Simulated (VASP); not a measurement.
VASP ran on this input.

**KPOINTS**
```
Automatic mesh
0
Gamma
9 9 9
0 0 0
```

File POSCAR:
```
AlP
1.0
  0.0000000000   2.5762984664   2.5762984664
  2.5762984664   0.0000000000   2.5762984664
  2.5762984664   2.5762984664   0.0000000000
Al P
1 1
Direct
  0.0000000000   0.0000000000   0.0000000000
  0.2500000000   0.2500000000   0.2500000000
```

INCAR:
```
ALGO=Normal
LREAL=F   # projection in real space or not
ENCUT=500   # plane-wave cut-off (eV)
LWAVE=F
EDIFFG=-0.02   # ionic stop
IBRION=2
ISIF=3   # ions, shape and volume
PSTRESS=300   # kbar
EDIFF=1E-6   # SCF stop (eV)
LCHARG=F
NSW=40   # most ionic steps
ISMEAR=0   # Gaussian
NELM=100
SYSTEM=AlP
LASPH=T
PREC=Accurate
SIGMA=0.05   # width (eV)
```

POTCAR, in this order: Al P (LDA.64 set). Program: vasp_std.

Translate this LDA calculation to Quantum ESPRESSO's pw.x.

One equivalent input (not run):
```
&CONTROL
  calculation = 'vc-relax'
  pseudo_dir = './pseudo'
  outdir = './out'
  tprnfor = .true.
  tstress = .true.
  nstep = 40
  forc_conv_thr = 0.00078
/
&SYSTEM
  ibrav = 0
  nat = 2
  ntyp = 2
  ecutwfc = 48
  occupations = 'smearing'
  smearing = 'gaussian'
  degauss = 0.003675
  input_dft = 'pz'
/
&ELECTRONS
  conv_thr = 7.3e-08
  electron_maxstep = 100
/
&IONS
/
&CELL
  press = 300
/
ATOMIC_SPECIES
  Al 26.982 Al.upf
  P 30.974 P.upf
CELL_PARAMETERS angstrom
     0.0000000    2.5762985    2.5762985
     2.5762985    0.0000000    2.5762985
     2.5762985    2.5762985    0.0000000
ATOMIC_POSITIONS crystal
  Al   0.0000000  0.0000000  0.0000000
  P    0.2500000  0.2500000  0.2500000
K_POINTS automatic
  9 9 9 0 0 0
```
What does not carry over: the potentials are each code's own (VASP's PAW set, PseudoDojo norm-conserving files in pw.x), so ENCUT and ecutwfc are chosen apart and not converted; conv_thr bounds pw.x's estimated SCF error, while EDIFF bounds the energy change between steps; forc_conv_thr acts on force components and is met together with etot_conv_thr.

The compound is AlP in the zinc blende structure. This run relaxes it under an external pressure of 30 GPa. Symmetry was kept, so distortions that lower it aren't found.
